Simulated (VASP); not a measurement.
Crystal: Zr3MoC.

```
Zr Mo C
1.0
     4.94251    0.00000    0.00000
     0.00000    4.94251    0.00000
     0.00000    0.00000    4.94251
Zr Mo C
3 1 1
Direct
  0.50000 0.00000 0.00000
  0.00000 0.50000 0.00000
  0.00000 0.00000 0.50000
  0.00000 0.00000 0.00000
  0.50000 0.50000 0.50000
```

The cell was built by a generator and needn't be a form met in nature.

- Program: VASP 6.6.1
- Task: relaxation of cell and atoms
- Functional: AM05
- Potentials or basis: VASP PAW PBE potentials, release 64 (Zr_sv, Mo_sv, C)
- Cutoff: 600 eV
- k mesh: 5 × 5 × 5
- Occupations: fermi-dirac, width 0.05 eV
- Spin: no spin polarisation

At the start: pressure -2.4 GPa; volume 24.15 Å³/atom.

Where does the relaxation end?

Over 3 steps the energy falls by 5.3 meV/atom and the volume is 23.43 Å³/atom (-3.0 %); space group Pm-3m (No. 221, to 0.05 Å).

The path:
```csv
step,energy change (eV),largest force (eV/Å),pressure (GPa),volume (Å³)
1,0.0000,0.0000,-2.35,120.74
2,-0.0124,0.0000,1.85,114.64
3,-0.0267,0.0000,-0.01,117.17
```

Final structure:
```cif
data_structure
_symmetry_space_group_name_H-M 'P 1'
_symmetry_Int_Tables_number 1
_cell_length_a 4.8934
_cell_length_b 4.8934
_cell_length_c 4.8934
_cell_angle_alpha 90.000
_cell_angle_beta 90.000
_cell_angle_gamma 90.000
_cell_volume 117.17
loop_
_atom_site_label
_atom_site_type_symbol
_atom_site_fract_x
_atom_site_fract_y
_atom_site_fract_z
_atom_site_occupancy
Zr1 Zr 0.50000 0.00000 0.00000 1
Zr2 Zr 0.00000 0.50000 0.00000 1
Zr3 Zr 0.00000 0.00000 0.50000 1
Mo1 Mo 0.00000 0.00000 0.00000 1
C1 C 0.50000 0.50000 0.50000 1
```

Caveat: the PAW data sets were made with another functional, which shifts forces and pressure a little.
